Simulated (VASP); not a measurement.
# Sn2HBr3 (P3m1) in VASP: a series of runs

Runs on Sn2HBr3. Level: PBE. Tasks: relaxation of cell and atoms.

Program: VASP 6.6.1. These are calculated values, not measurements. Logs are shortened: lines on timing, memory, paths and dates and some standing lists are left out, and cuts for length are marked.

## Step 1: Starting point

The structure is trigonal, space group P3m1 (No. 156). The conventional cell has a = 4.133 Å, b = 4.133 Å, c = 11.888 Å, α = 90.00°, β = 90.00°, γ = 120.00°. Around Sn (site symmetry 3m) lie 6 Br at 2.98 to 3.03 Å. Around Sn (site symmetry 3m) lie 3 H at 2.43 Å. H (site symmetry 3m) is surrounded by 3 Sn at 2.43 Å. Around Br (site symmetry 3m) lie 3 Sn at 2.98 Å. Around Br (site symmetry 3m) lie 3 Sn at 3.03 Å. Around Br (site symmetry 3m) lie 3 Sn at 2.97 Å and 3 H at 3.25 Å.

The cell was built by a generator and needn't be a form met in nature.

## Step 2: Relaxation of cell and atoms, PBE

The input, INCAR:

```
SYSTEM = Sn2HBr3
ALGO = Normal ; EDIFF = 1E-6
EDIFFG = -0.01 ; ENCUT = 520
GGA = PE ; IBRION = 2
ISIF = 3 ; ISMEAR = 0
KPAR = 4 ; LASPH = .TRUE.
LCHARG = .FALSE. ; LREAL = .FALSE.
LWAVE = .FALSE. ; NELM = 120
NSW = 90 ; PREC = Accurate
SIGMA = 0.1
```

The input, KPOINTS:

```
k-points
0
G
  8 8 4
  0 0 0
```

The input, POSCAR:

```
Sn2HBr3
1.0
    4.1327524700      0.0000000000      0.0000000000
   -2.0663762300      3.5790686200      0.0000000000
    0.0000000000      0.0000000000     11.8880000000
Sn H Br
2 1 3
Direct
    0.3333333300      0.6666666700      0.4376682400
    0.3333333300      0.6666666700      0.0185060600
    0.6666666700      0.3333333300      0.0552658100
    0.6666666700      0.3333333300      0.5872308200
    0.0000000000      0.0000000000      0.2811238200
    0.0000000000      0.0000000000      0.8701211300
```

Potentials or basis: VASP PAW PBE potentials, release 64 (Sn_d, H, Br).

On the command line:

```console
$ cat potpaw_PBE.64/Sn_d/POTCAR potpaw_PBE.64/H/POTCAR potpaw_PBE.64/Br/POTCAR > POTCAR
$ mpirun -np 4 vasp_std > vasp.out
```

OUTCAR:

```text
SYSTEM = Sn2HBr3
   EDIFF = 1E-6
   EDIFFG = -0.01
   ENCUT = 520
   GGA = PE
   IBRION = 2
   ISIF = 3
   ISMEAR = 0
   LASPH = .TRUE.
   LREAL = .FALSE.
   NELM = 120
   NSW = 90
   PREC = Accurate

 ion  position               nearest neighbor table
   1  0.333  0.667  0.438-   4 2.98   4 2.98   4 2.98   5 3.03   5 3.03   5 3.03
   2  0.333  0.667  0.019-   6 2.97   6 2.97   6 2.97
   3  0.667  0.333  0.055-
   4  0.667  0.333  0.587-   1 2.98   1 2.98   1 2.98
   5  0.000  0.000  0.281-   1 3.03   1 3.03   1 3.03
   6  0.000  0.000  0.870-   2 2.97   2 2.97   2 2.97

  LATTYP: Found a hexagonal cell.
 ALAT       =     4.1327524700
 C/A-ratio  =     2.8765332757

  Lattice vectors:

 A1 = (   4.1327524700,   0.0000000000,   0.0000000000)
 A2 = (  -2.0663762300,   3.5790686200,   0.0000000000)
 A3 = (   0.0000000000,   0.0000000000,  11.8880000000)

Analysis of symmetry for initial positions (statically):
=====================================================================
 Subroutine PRICEL returns:
 Original cell was already a primitive cell.

 Routine SETGRP: Setting up the symmetry group for a
 hexagonal supercell.

 Subroutine GETGRP returns: Found  6 space group operations
 (whereof  6 operations were pure point group operations)
 out of a pool of 24 trial point group operations.

The static configuration has the point symmetry C_3v.

Analysis of symmetry for dynamics (positions and initial velocities):
=====================================================================
 Subroutine PRICEL returns:
 Original cell was already a primitive cell.

 Routine SETGRP: Setting up the symmetry group for a
 hexagonal supercell.

 Subroutine GETGRP returns: Found  6 space group operations
 (whereof  6 operations were pure point group operations)
 out of a pool of 24 trial point group operations.

The dynamic configuration has the point symmetry C_3v.

 Subroutine INISYM returns: Found  6 space group operations
 (whereof  6 operations are pure point group operations),
 and found     1 'primitive' translations

----------------------------------------------------------------------------------------

                                     Primitive cell

  volume of cell :     175.8402

  direct lattice vectors                    reciprocal lattice vectors
     4.132752470  0.000000000  0.000000000     0.241969488  0.139701149  0.000000000
    -2.066376230  3.579068620  0.000000000     0.000000000  0.279402299  0.000000000
     0.000000000  0.000000000 11.888000000     0.000000000  0.000000000  0.084118439

  length of vectors
     4.132752470  4.132752462 11.888000000     0.279402298  0.279402299  0.084118439

  position of ions in fractional coordinates (direct lattice)
     0.333333330  0.666666670  0.437668240
     0.333333330  0.666666670  0.018506060
     0.666666670  0.333333330  0.055265810
     0.666666670  0.333333330  0.587230820
     0.000000000  0.000000000  0.281123820
     0.000000000  0.000000000  0.870121130

  ion indices of the primitive-cell ions
   primitive index   ion index
                 1           1
                 2           2
                 3           3
                 4           4
                 5           5
                 6           6

----------------------------------------------------------------------------------------

 KPOINTS: k-points

Automatic generation of k-mesh.
 Grid dimensions read from file:
 generate k-points for:    8    8    4

 Generating k-lattice:

  Cartesian coordinates                     Fractional coordinates (reciprocal lattice)
     0.030246186  0.017462644  0.000000000     0.125000000  0.000000000  0.000000000
     0.000000000  0.034925287  0.000000000     0.000000000  0.125000000  0.000000000
     0.000000000  0.000000000  0.021029610     0.000000000  0.000000000  0.250000000

  Length of vectors
     0.034925287  0.034925287  0.021029610

  Shift w.r.t. Gamma in fractional coordinates (k-lattice)
     0.000000000  0.000000000  0.000000000

 Subroutine IBZKPT returns following result:
 ===========================================

 Found     35 irreducible k-points:

 Following reciprocal coordinates:
            Coordinates               Weight
  0.000000  0.000000  0.000000      1.000000
  0.125000 -0.000000  0.000000      6.000000
  0.250000 -0.000000  0.000000      6.000000
  0.375000 -0.000000  0.000000      6.000000
  0.500000 -0.000000  0.000000      3.000000
  0.125000  0.125000  0.000000      6.000000
[... 16 lines left out ...]
 -0.125000  0.500000  0.250000     12.000000
  0.250000  0.250000  0.250000     12.000000
 [... further k-points ...]
   k-points           NKPTS =     35   k-points in BZ     NKDIM =     35   number of bands    NBANDS=     30
   number of dos      NEDOS =    301   number of ions     NIONS =      6
   total plane-waves  NPLWV =  92160
   dimension x,y,z NGX =    32 NGY =   32 NGZ =   90
   dimension x,y,z NGXF=    64 NGYF=   64 NGZF=  180
   ions per type =               2   1   3
   NGX,Y,Z   is equivalent  to a cutoff of  12.87, 12.87, 12.59 a.u.
   NGXF,Y,Z  is equivalent  to a cutoff of  25.74, 25.74, 25.17 a.u.
 SYSTEM =  Sn2HBr3
   PREC   = accura    normal or accurate (medium, high low for compatibility)
   ISTART =      0    job   : 0-new  1-cont  2-samecut
   ICHARG =      2    charge: 1-file 2-atom 10-const
   ISPIN  =      1    spin polarized calculation?
   LNONCOLLINEAR =      F non collinear calculations
   LSORBIT =      F    spin-orbit coupling
   LASPH  =      T    aspherical Exc in radial PAW
   ENCUT  =  520.0 eV  38.22 Ry    6.18 a.u.   7.68  7.68 22.10*2*pi/ulx,y,z
   NELM   =    120;   NELMIN=  2; NELMDL= -5     # of ELM steps
   EDIFF  = 0.1E-05   stopping-criterion for ELM
   LREAL  =      F    real-space projection
   EDIFFG = -.1E-01   stopping-criterion for IOM
   NSW    =     90    number of steps for IOM
   IBRION =      2    ionic relax: 0-MD 1-quasi-New 2-CG
   NFREE  =      1    steps in history (QN), initial steepest desc. (CG)
   ISIF   =      3    stress and relaxation
   ISYM   =      2    0-nonsym 1-usesym 2-fastsym
   POTIM  = 0.5000    time-step for ionic-motion
   TEBEG  =    0.0;   TEEND  =   0.0 temperature during run
   PSTRESS=    0.0 pullay stress
   NELECT =      50.0000    total number of electrons
   NUPDOWN=      -1.0000    fix difference up-down
   EMIN   =  10.00;   EMAX   =-10.00  energy-range for DOS
   EFERMI =   0.00;   METHOD = LEGACY
   ISMEAR =     0;   SIGMA  =   0.10  broadening in eV -4-tet -1-fermi 0-gaus
   EFERMI_NEDOS =   21; number of points for ismear=-14 and -15
   IALGO  =     38    algorithm
   IMIX   =      4    mixing-type and parameters
     AMIX     =   0.40;   BMIX     =  1.00
     AMIX_MAG =   1.60;   BMIX_MAG =  1.00
  volume/ion in A,a.u.               =      29.31       197.77
  Fermi-wavevector in a.u.,A,eV,Ry     =   1.076528  2.034343 15.767969  1.158913
  Thomas-Fermi vector in A             =   2.212415
   LORBIT       =      0    0 simple, 1 ext, 2 COOP (PROOUT), +10 PAW based schemes
   GGA     = PE    functional components
   LHFCALC =     F    Hartree Fock is set to
   AEXX    =    0.0000 exact exchange contribution
   IVDW    =     0    specifies the selected vdW correction
   LEPSILON=     F    determine dielectric tensor
   LRPA    =     F    only Hartree local field effects (RPA)
 conjugate gradient relaxation of ions
 non-spin polarized calculation
 Gauss-broadening in eV      SIGMA  =   0.10
  energy-cutoff  :      520.00
  volume of cell :      175.84
 maximum number of plane-waves:      4796
 NGX is ok and might be reduce to    32
   NGX = 15   NGY = 15   NGZ = 45

--------------------------------------- Ionic step        1  -------------------------------------------

 number of electron      49.9999996 magnetization

 Free energy of the ion-electron system (eV)
  ---------------------------------------------------
  ext. energy  EPLUGINS =         0.00000000
  ---------------------------------------------------
  free energy    TOTEN  =       -18.43155439 eV

  energy without entropy =      -18.43148208  energy(sigma->0) =      -18.43151823

------------------------ aborting loop because EDIFF is reached ----------------------------------------

  FORCE on cell =-STRESS in cart. coord.  units (eV):
  Direction    XX          YY          ZZ          XY          YZ          ZX
  --------------------------------------------------------------------------------------
  -------------------------------------------------------------------------------------
  Total        0.2759808      0.2759808      0.4145078      0.0000000      0.0000000      0.0000000
  in kB        2.5146130      2.5146130      3.7768095      0.0000000      0.0000000      0.0000000
  external PRESSURE =       2.9353452 kB  Pullay stress =       0.0000000 kB
[... 101 lines left out ...]
  FREE ENERGIE OF THE ION-ELECTRON SYSTEM (eV)
  ---------------------------------------------------
  free  energy   TOTEN  =       -18.4350541048 eV

  energy  without entropy=      -18.4349819980  energy(sigma->0) =      -18.43501805

[... ionic steps 4 to 17 ...]

--------------------------------------- Ionic step       18  -------------------------------------------

 number of electron      49.9999996 magnetization

------------------------ aborting loop because EDIFF is reached ----------------------------------------

  FORCE on cell =-STRESS in cart. coord.  units (eV):
  Direction    XX          YY          ZZ          XY          YZ          ZX
  --------------------------------------------------------------------------------------
  -------------------------------------------------------------------------------------
  Total        0.0200472      0.0200472     -0.0270562      0.0000000      0.0000000      0.0000000
  in kB        0.1691124      0.1691124     -0.2282375      0.0000000      0.0000000      0.0000000
  external PRESSURE =       0.0366624 kB  Pullay stress =       0.0000000 kB
[... 65 lines left out ...]
  energy  without entropy=      -18.4532581403  energy(sigma->0) =      -18.45326399

--------------------------------------- Ionic step       20  -------------------------------------------

 number of electron      49.9999996 magnetization

 Free energy of the ion-electron system (eV)
  ---------------------------------------------------
  ext. energy  EPLUGINS =         0.00000000
  ---------------------------------------------------
  free energy    TOTEN  =       -18.45333501 eV

  energy without entropy =      -18.45332431  energy(sigma->0) =      -18.45332966

 E-fermi :   3.0814     XC(G=0):  -7.8900

 val. band max:        2.8860577379   @ k =   0.0000   0.0000   0.5000
 cond. band min:       3.2806473687   @ k =   0.0000   0.0000   0.5000
 fundamental gap:      0.3945896308
 Fermi energy:         3.0813969713

 k-point     1 :       0.0000    0.0000    0.0000
  band No.  band energies     occupation
      1     -19.9403      2.00000
      2     -19.9403      2.00000
      3     -19.9227      2.00000
      4     -19.9163      2.00000
      5     -19.9163      2.00000
      6     -19.0532      2.00000
[... 781 lines left out ...]
     29       5.0495      0.00000
     30       5.3123      0.00000

 [... further k-points ...]

------------------------ aborting loop because EDIFF is reached ----------------------------------------

  FORCE on cell =-STRESS in cart. coord.  units (eV):
  Direction    XX          YY          ZZ          XY          YZ          ZX
  --------------------------------------------------------------------------------------
  -------------------------------------------------------------------------------------
  Total        0.0116733      0.0116733     -0.0165215      0.0000000      0.0000000      0.0000000
  in kB        0.0984727      0.0984727     -0.1393706      0.0000000      0.0000000      0.0000000
  external PRESSURE =       0.0191916 kB  Pullay stress =       0.0000000 kB
[... 21 lines left out ...]
  FREE ENERGIE OF THE ION-ELECTRON SYSTEM (eV)
  ---------------------------------------------------
  free  energy   TOTEN  =       -18.4533350101 eV

  energy  without entropy=      -18.4533243059  energy(sigma->0) =      -18.45332966

 reached required accuracy - stopping structural energy minimisation
```

It took 6.6 min on 4 MPI ranks of AMD EPYC 9R14 (Zen 4), shared host; peak memory 0.39 GiB.

Results:

- Free energy: -18.4533 eV
- Relaxed volume: 31.65 Å³/atom
- Relaxed cell: a = 4.144 Å, b = 4.144 Å, c = 12.769 Å, α = 90.00°, β = 90.00°, γ = 120.00°
- Space group after relaxing (to 0.05 Å): P3m1 (No. 156)
- Energy gained by relaxing: 3.6 meV/atom
- Ionic steps: 20
- Pressure after relaxing: 0.0 GPa
- Largest force after relaxing: 0.009 eV/Å
- Band gap on the k mesh: 0.39 eV, direct

Forces in eV/Å, atoms in the order of the input:
```
Sn   0.000  0.000  0.000
Sn   0.000  0.000 -0.005
H    0.000  0.000  0.009
Br   0.000  0.000 -0.005
Br   0.000  0.000  0.007
Br   0.000  0.000 -0.005
```

The path:
```
step  energy change (eV)  largest force (eV/Å)  pressure (GPa)  volume (Å³)
   1              0.0000                0.0873            0.29       175.84
   2             -0.0027                0.1041            0.06       177.21
   3             -0.0035                0.1229           -0.14       178.43
   4             -0.0058                0.1097           -0.11       178.80
   5             -0.0113                0.0711           -0.05       179.91
   6             -0.0151                0.0539            0.08       182.14
   7             -0.0162                0.0656           -0.04       183.56
   8             -0.0165                0.0735           -0.12       184.51
   9             -0.0177                0.0718           -0.04       184.67
  10             -0.0185                0.0695            0.11       184.91
  11             -0.0196                0.0571            0.06       185.92
  12             -0.0203                0.0749           -0.07       188.13
  13             -0.0204                0.0595           -0.04       187.65
  14             -0.0213                0.0342            0.02       188.29
  15             -0.0215                0.0120            0.09       189.05
  16             -0.0216                0.0271           -0.06       190.81
  17             -0.0217                0.0118            0.01       189.89
  18             -0.0217                0.0128            0.00       189.93
  19             -0.0217                0.0118            0.01       189.91
  20             -0.0218                0.0085            0.00       189.93
```

Final structure:
```cif
data_structure
_symmetry_space_group_name_H-M 'P 1'
_symmetry_Int_Tables_number 1
_cell_length_a 4.1444
_cell_length_b 4.1444
_cell_length_c 12.7685
_cell_angle_alpha 90.000
_cell_angle_beta 90.000
_cell_angle_gamma 120.000
_cell_volume 189.93
loop_
_atom_site_label
_atom_site_type_symbol
_atom_site_fract_x
_atom_site_fract_y
_atom_site_fract_z
_atom_site_occupancy
Sn1 Sn 0.33333 0.66667 0.43729 1
Sn2 Sn 0.33333 0.66667 0.01219 1
H1 H 0.66667 0.33333 0.05528 1
Br1 Br 0.66667 0.33333 0.57689 1
Br2 Br 0.00000 0.00000 0.29396 1
Br3 Br 0.00000 0.00000 0.87430 1
```

Caveat: spin-orbit coupling is left out, which moves the levels of the heavy elements; this functional lacks dispersion, which binds the layers, so the pressure and a relaxed spacing across them are unreliable.

## Step 3: Relaxation of cell and atoms, PBE

This run uses another cell than the first one, of 31.65 Å³/atom, 1.080 times its volume.

The input, INCAR:

```
SYSTEM = Sn2HBr3
ALGO = Normal ; EDIFF = 1E-7
EDIFFG = -0.005 ; ENCUT = 520
GGA = PE ; IBRION = 2
ISIF = 3 ; ISMEAR = 0
KPAR = 4 ; LASPH = .TRUE.
LCHARG = .FALSE. ; LREAL = .FALSE.
LWAVE = .FALSE. ; NELM = 120
NSW = 60 ; POTIM = 0.3
PREC = Accurate ; SIGMA = 0.1
```

KPOINTS is that of step 2.

The input, POSCAR:

```
Sn2HBr3                                 
1.0
    4.1443736217      0.0000000000      0.0000000000
   -2.0721868058      3.5891328325     -0.0000000000
   -0.0000000000      0.0000000000     12.7685179216
  Sn              H               Br            
     2     1     3
Direct
     0.3333333300000021    0.6666666699999979    0.4372852513426035
     0.3333333300000021    0.6666666699999979    0.0121923370584511
     0.6666666699999979    0.3333333300000021    0.0552847968311725
     0.6666666699999979    0.3333333300000021    0.5768926712812511
     0.0000000000000000    0.0000000000000000    0.2939607953052364
     0.0000000000000000    0.0000000000000000    0.8743000281812888
```

Potentials or basis: VASP PAW PBE potentials, release 64 (Sn_d, H, Br).

On the command line:

```console
$ cat potpaw_PBE.64/Sn_d/POTCAR potpaw_PBE.64/H/POTCAR potpaw_PBE.64/Br/POTCAR > POTCAR
$ mpirun -np 4 vasp_std > vasp.out
```

It took 2.1 min on 4 MPI ranks of AMD EPYC 9R14 (Zen 4), shared host; peak memory 0.41 GiB.

It converged, with:

* Free energy: -18.4563 eV
* Relaxed volume: 31.69 Å³/atom
* Relaxed cell: a = 4.147 Å, b = 4.147 Å, c = 12.766 Å, α = 90.00°, β = 90.00°, γ = 120.00°
* Space group after relaxing (to 0.05 Å): P3m1 (No. 156)
* Energy gained by relaxing: 0.0 meV/atom
* Ionic steps: 6
* Pressure after relaxing: 0.0 GPa
* Largest force after relaxing: 0.005 eV/Å
* Band gap on the k mesh: 0.40 eV, direct

Forces on the atoms (eV/Å):
```
Sn   0.000  0.000  0.002
Sn   0.000  0.000 -0.005
H    0.000  0.000  0.004
Br   0.000  0.000 -0.005
Br   0.000  0.000  0.003
Br   0.000  0.000  0.000
```

Final structure:
```
Sn H Br
1.0
     4.14700    0.00000    0.00000
    -2.07350    3.59140    0.00000
     0.00000    0.00000   12.76644
Sn H Br
2 1 3
Direct
  0.33333 0.66667 0.43726
  0.33333 0.66667 0.01209
  0.66667 0.33333 0.05547
  0.66667 0.33333 0.57678
  0.00000 0.00000 0.29411
  0.00000 0.00000 0.87420
```

Levels at points of the mesh, in eV from the valence-band top:
```
           k point  band 21  band 22  band 23  band 24  band 25  band 26  band 27  band 28  band 29  band 30
(0.00, 0.00, 0.00)    -3.26    -2.88    -2.88    -2.22    -0.13     0.48     1.84     1.84     1.90     2.73
(0.50, 0.00, 0.00)    -3.64    -3.42    -3.37    -2.65    -2.20     0.79     1.80     2.03     2.17     2.26
(0.00, 0.00, 0.50)    -2.94    -2.88    -2.88    -2.48     0.00     0.40     1.84     1.84     1.89     2.73
(0.50, 0.00, 0.50)    -3.64    -3.41    -3.31    -2.74    -2.13     0.71     1.80     1.99     2.24     2.31
```

Caveat: spin-orbit coupling is left out, which moves the levels of the heavy elements; this functional lacks dispersion, which binds the layers, so the pressure and a relaxed spacing across them are unreliable. A k mesh can miss the band edges.
